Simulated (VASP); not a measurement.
VASP runs on WSi2 (space group I4/mmm) share one base input (PBE GGA, plane waves, VASP's PBE PAW potentials (set 64)) and change the settings named in each case.

File KPOINTS:
```
Automatic mesh
0
Gamma
14 14 14
0 0 0
```

**INCAR**
```
SYSTEM = WSi2
PREC = Accurate
ENCUT = 300
EDIFF = 1E-6
NELM = 100
ALGO = Normal
LREAL = .FALSE.
LASPH = .TRUE.
ISMEAR = 0
SIGMA = 0.05
GGA = PE
LMAXMIX = 6
LWAVE = .FALSE.
LCHARG = .FALSE.
ISIF = 2
```

**POSCAR**
```
WSi2
1
   -1.6287540000     1.6287540000     3.9729420000
    1.6287540000    -1.6287540000     3.9729420000
    1.6287540000     1.6287540000    -3.9729420000
Si W
2 1
Direct
  0.6650000000   0.6650000000   0.0000000000
  0.3350000000   0.3350000000   0.0000000000
  0.0000000000   0.0000000000   0.0000000000
```

POTCAR, in this order: Si W_sv (PBE.64 set). Program: vasp_std.

```tsv
change	E(σ→0) (eV/atom)	pressure (GPa)	largest force (eV/Å)	−TS (eV)
base run	-8.2597	-6.12	0.017	-0.0002
GGA = PS	-8.8533	___	___	-0.0002
GGA_COMPAT = .FALSE., LNONCOLLINEAR = .TRUE., LSORBIT = .TRUE., MAGMOM = 0.0 0.0 0.0 0.0 0.0 0.0 0.0 0.0 0.0, program vasp_ncl	-8.5202	___	___	-0.0002
KPOINTS 3×3×3 Γ-centred mesh	-8.1315	-3.53	0.453	-0.0080
```

Fill in the missing entries.

- GGA = PS, pressure (GPa): -10.81
- GGA = PS, largest force (eV/Å): 0.065
- GGA_COMPAT = .FALSE., LNONCOLLINEAR = .TRUE., LSORBIT = .TRUE., MAGMOM = 0.0 0.0 0.0 0.0 0.0 0.0 0.0 0.0 0.0, program vasp_ncl, pressure (GPa): -5.79
- GGA_COMPAT = .FALSE., LNONCOLLINEAR = .TRUE., LSORBIT = .TRUE., MAGMOM = 0.0 0.0 0.0 0.0 0.0 0.0 0.0 0.0 0.0, program vasp_ncl, largest force (eV/Å): 0.002

Energies of different potentials or functionals have different zeros.  Unless said otherwise, spin-orbit coupling is left out, though it shifts the bands of the heavy elements here. At 300 eV the pressure can carry a Pulay error.

Left out are runs that ran out of time, are held back, or changed the cell or the kind of run, fixed moments of cells without a moment, rows past the twelfth, gaps on odd meshes, pressures of charged cells and columns that move by less than the noise.

The structure is a typed WSi2 crystal. The cell was not relaxed at this level, its lattice was scaled by up to 2.5 %.
